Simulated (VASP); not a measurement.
Input:

```yaml
crystal:
  lattice:
    - [5.38416, 0.00000, 0.00000]
    - [0.00000, 5.38416, 0.00000]
    - [0.00000, 0.00000, 5.38416]
  atoms:
    - { symbol: Cd, position: [0.00000, 0.00000, 0.00000] }
    - { symbol: Se, position: [0.27239, 0.27239, 0.27239] }
    - { symbol: Se, position: [0.72761, 0.72761, 0.27239] }
    - { symbol: Se, position: [0.72761, 0.27239, 0.72761] }
    - { symbol: Se, position: [0.27239, 0.72761, 0.72761] }
    - { symbol: Be, position: [0.50000, 0.50000, 0.00000] }
    - { symbol: Be, position: [0.50000, 0.00000, 0.50000] }
    - { symbol: Be, position: [0.00000, 0.50000, 0.50000] }
```

Method: PBEsol GGA, VASP's PBE PAW potentials (set 64) (plane waves; VASP 6.6.1). Settings: 400 eV cut-off, 4×4×4 Γ-centred mesh, Gaussian smearing of 0.050 eV, potentials Cd Se Be.

Task: What does the run give for the energy per atom (σ→0), band gap (on the k-mesh) with the smallest direct gap where there is one?

Result: 
```
Quantity                                     Result
-----------------------------------  --------------
band gap (on the k-mesh)                    2.64 eV
smallest direct gap (on the k-mesh)         2.64 eV
energy per atom (σ→0)                -4.234 eV/atom
```

The structure was generated: Be3CdSe4 was put into an ordered model structure (P-43m), which need not be its known phase. It was relaxed first. The start is the result of an earlier pass.
